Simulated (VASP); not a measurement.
Level of theory: PBE GGA, VASP's PBE PAW potentials (set 64) (plane waves; VASP).

A VASP calculation is set up with these files.

POSCAR:
```
TiCo
1
    2.9692665255    -0.0000000000     0.0000000000
   -0.0000000000     2.9692665255    -0.0000000000
   -0.0000000000    -0.0000000000     2.9692665255
Ti Co
1 1
Direct
  0.0000000000   0.0000000000   0.0000000000
  0.5000000000   0.5000000000   0.5000000000
```

**INCAR**
```
LCHARG  =  .FALSE.
EDIFFG  =  -0.01   ! ionic stop
ENCUT  =  480   ! plane-wave cut-off (eV)
NSW  =  60
EDIFF  =  1E-6
GGA  =  PE
IBRION  =  2
NELM  =  100
LREAL  =  .FALSE.   ! projection in real space or not
ISMEAR  =  1
ISIF  =  3   ! ions, shape and volume
ALGO  =  Normal   ! blocked Davidson
SYSTEM  =  TiCo
LASPH  =  .TRUE.   ! aspherical one-centre terms
LWAVE  =  .FALSE.
PREC  =  Accurate
SIGMA  =  0.1   ! width (eV)
LMAXMIX  =  4
```

KPOINTS:
```
K-points
0
Gamma
 11 11 11
```

POTCAR, in this order: Ti_sv Co (PBE.64 set). Program: vasp_std.

The run wrote:

### OUTCAR
```
 ion  position               nearest neighbor table
   1  0.000  0.000  0.000-   2 2.57   2 2.57   2 2.57   2 2.57   2 2.57   2 2.57   2 2.57   2 2.57
  LATTYP: Found a simple cubic cell.
 ALAT       =     2.9692665255
 Subroutine PRICEL returns:
 Original cell was already a primitive cell.
 Subroutine GETGRP returns: Found 48 space group operations
The static configuration has the point symmetry O_h .
The dynamic configuration has the point symmetry O_h .
 Subroutine INISYM returns: Found 48 space group operations
 Subroutine IBZKPT returns following result:
 Found     56 irreducible k-points:

 Following reciprocal coordinates:
            Coordinates               Weight
  0.000000  0.000000  0.000000      1.000000
  0.090909  0.000000  0.000000      6.000000
  0.181818  0.000000  0.000000      6.000000
  0.272727  0.000000  0.000000      6.000000
  0.363636  0.000000  0.000000      6.000000
  0.454545  0.000000  0.000000      6.000000
  0.090909  0.090909  0.000000     12.000000
  0.181818  0.090909  0.000000     24.000000
  0.272727  0.090909  0.000000     24.000000
  0.363636  0.090909  0.000000     24.000000
  0.454545  0.090909  0.000000     24.000000
  0.181818  0.181818  0.000000     12.000000
  0.272727  0.181818  0.000000     24.000000
  0.363636  0.181818  0.000000     24.000000
  0.454545  0.181818  0.000000     24.000000
  0.272727  0.272727  0.000000     12.000000
  0.363636  0.272727  0.000000     24.000000
  0.454545  0.272727  0.000000     24.000000
  0.363636  0.363636  0.000000     12.000000
  0.454545  0.363636  0.000000     24.000000
  0.454545  0.454545  0.000000     12.000000
  0.090909  0.090909  0.090909      8.000000
  0.181818  0.090909  0.090909     24.000000
  0.272727  0.090909  0.090909     24.000000
  0.363636  0.090909  0.090909     24.000000
  0.454545  0.090909  0.090909     24.000000
  0.181818  0.181818  0.090909     24.000000
  0.272727  0.181818  0.090909     48.000000
  0.363636  0.181818  0.090909     48.000000
  0.454545  0.181818  0.090909     48.000000
  0.272727  0.272727  0.090909     24.000000
  0.363636  0.272727  0.090909     48.000000
  0.454545  0.272727  0.090909     48.000000
  0.363636  0.363636  0.090909     24.000000
  0.454545  0.363636  0.090909     48.000000
  0.454545  0.454545  0.090909     24.000000
  0.181818  0.181818  0.181818      8.000000
  0.272727  0.181818  0.181818     24.000000
  0.363636  0.181818  0.181818     24.000000
  0.454545  0.181818  0.181818     24.000000
   k-points           NKPTS =     56   k-points in BZ     NKDIM =     56   number of bands    NBANDS=     14
   number of dos      NEDOS =    301   number of ions     NIONS =      2
   total plane-waves  NPLWV =  13824
   dimension x,y,z NGX =    24 NGY =   24 NGZ =   24
   dimension x,y,z NGXF=    48 NGYF=   48 NGZF=   48
   ions per type =               1   1
   PREC   = accura    normal or accurate (medium, high low for compatibility)
   ISTART =      0    job   : 0-new  1-cont  2-samecut
   ICHARG =      2    charge: 1-file 2-atom 10-const
   ISPIN  =      1    spin polarized calculation?
   LNONCOLLINEAR =      F non collinear calculations
   LSORBIT =      F    spin-orbit coupling
   INIWAV =      1    electr: 0-lowe 1-rand  2-diag
   ENCUT  =  480.0 eV  35.28 Ry    5.94 a.u.   5.30  5.30  5.30*2*pi/ulx,y,z
   NELM   =    100;   NELMIN=  2; NELMDL= -5     # of ELM steps
   EDIFF  = 0.1E-05   stopping-criterion for ELM
   LREAL  =      F    real-space projection
   NLSPLINE    = F    spline interpolate recip. space projectors
   LMAXMIX     =    4 max onsite mixed and CHGCAR
   VOSKOWN=      0    Vosko Wilk Nusair interpolation
...
```

**OSZICAR**
```
       N       E                     dE             d eps       ncg     rms          rms(c)
DAV:   1     0.146109550588E+03    0.14611E+03   -0.10016E+04  1576   0.179E+03
DAV:   2    -0.879615597174E+01   -0.15491E+03   -0.15201E+03  1586   0.398E+02
DAV:   3    -0.177007243623E+02   -0.89046E+01   -0.88358E+01  2482   0.105E+02
DAV:   4    -0.179338423352E+02   -0.23312E+00   -0.23261E+00  1872   0.143E+01
DAV:   5    -0.179447363468E+02   -0.10894E-01   -0.10892E-01  2356   0.277E+00    0.132E+01
DAV:   6    -0.160226932915E+02    0.19220E+01   -0.13100E+01  1974   0.553E+01    0.622E+00
DAV:   7    -0.186494691595E+02   -0.26268E+01   -0.28660E+01  2618   0.508E+01    0.238E+01
DAV:   8    -0.156199170562E+02    0.30296E+01   -0.17945E+01  2364   0.405E+01    0.169E+00
DAV:   9    -0.156569513329E+02   -0.37034E-01   -0.30827E-01  2102   0.543E+00    0.193E+00
DAV:  10    -0.156404045103E+02    0.16547E-01   -0.87902E-02  2360   0.371E+00    0.537E-01
DAV:  11    -0.156384802100E+02    0.19243E-02   -0.62461E-03  2012   0.898E-01    0.329E-01
DAV:  12    -0.156376217424E+02    0.85847E-03   -0.33861E-03  2160   0.512E-01    0.645E-02
DAV:  13    -0.156375836840E+02    0.38058E-04   -0.16422E-04  1870   0.134E-01    0.374E-02
DAV:  14    -0.156375759593E+02    0.77247E-05   -0.62809E-05  2334   0.721E-02    0.603E-03
DAV:  15    -0.156375757838E+02    0.17555E-06   -0.31288E-06  1488   0.228E-02
   1 F= -.15637576E+02 E0= -.15637675E+02  d E =-.156376E+02
```

**OUTCAR**
```
------------------------ aborting loop because EDIFF is reached ----------------------------------------
  FORCE on cell =-STRESS in cart. coord.  units (eV):
  Direction    XX          YY          ZZ          XY          YZ          ZX
  --------------------------------------------------------------------------------------
  Total       -0.0011396     -0.0011396     -0.0011396     -0.0000000      0.0000000     -0.0000000
  in kB       -0.0697460     -0.0697460     -0.0697460     -0.0000000      0.0000000     -0.0000000
  external PRESSURE =      -0.0697460 kB  Pullay stress =       0.0000000 kB
  volume of cell :       26.18
      direct lattice vectors                 reciprocal lattice vectors
     2.969266526  0.000000000  0.000000000     0.336783509  0.000000000  0.000000000
     0.000000000  2.969266526  0.000000000     0.000000000  0.336783509  0.000000000
     0.000000000  0.000000000  2.969266526     0.000000000  0.000000000  0.336783509
 POSITION                                       TOTAL-FORCE (eV/Angst)
 -----------------------------------------------------------------------------------
      0.00000      0.00000      0.00000         0.000000      0.000000      0.000000
      1.48463      1.48463      1.48463         0.000000      0.000000      0.000000
 -----------------------------------------------------------------------------------
    total drift:                                0.000000      0.000000     -0.000000
  FREE ENERGIE OF THE ION-ELECTRON SYSTEM (eV)
  ---------------------------------------------------
  free  energy   TOTEN  =       -15.6375757838 eV

  energy  without entropy=      -15.6378738933  energy(sigma->0) =      -15.63767515

 reached required accuracy - stopping structural energy minimisation
```
(Selected blocks of OUTCAR.)

File OUTCAR:
```
 val. band max:       10.0866760784   @ k =   0.4545   0.4545   0.1818

 cond. band min:      10.1059249817   @ k =   0.4545   0.3636   0.0909


 Fermi energy:        10.1050655843

 k-point     1 :       0.0000    0.0000    0.0000
  band No.  band energies     occupation
      1     -47.0713      2.00000
      2     -23.1570      2.00000
      3     -23.1570      2.00000
      4     -23.1570      2.00000
      5       2.3991      2.00000
      6       6.3046      2.00000
      7       6.3046      2.00000
      8       8.6557      2.00000
      9       8.6557      2.00000
     10       8.6557      2.00000
     11      10.9105     -0.00000
     12      10.9105     -0.00000
     13      12.8726      0.00000
     14      12.8726      0.00000

 k-point     2 :       0.0909    0.0000    0.0000
  band No.  band energies     occupation
      1     -47.0686      2.00000
      2     -23.1826      2.00000
      3     -23.1551      2.00000
      4     -23.1551      2.00000
      5       2.5654      2.00000
      6       6.3796      2.00000
      7       6.3810      2.00000
      8       8.6443      2.00000
      9       8.6443      2.00000
     10       8.6858      2.00000
     11      10.8243     -0.00000
     12      10.9433     -0.00000
     13      12.6471      0.00000
     14      12.6471      0.00000

 k-point     3 :       0.1818    0.0000    0.0000
  band No.  band energies     occupation
      1     -47.0615      2.00000
      2     -23.2509      2.00000
      3     -23.1502      2.00000
      4     -23.1502      2.00000
      5       3.0495      2.00000
      6       6.5767      2.00000
      7       6.5978      2.00000
      8       8.6172      2.00000
      9       8.6172      2.00000
     10       8.7695      2.00000
     11      10.5744     -0.00000
     12      11.0080     -0.00000
     13      12.1195      0.00000
     14      12.1195      0.00000

 k-point     4 :       0.2727    0.0000    0.0000
  band No.  band energies     occupation
...
```

The compound is TiCo in the CsCl type structure. It was relaxed first. The start is the result of an earlier pass. The run is not spin-polarised, so no magnetic state was tried. The electron count is odd and the run is not spin-polarised, which forces a metal.
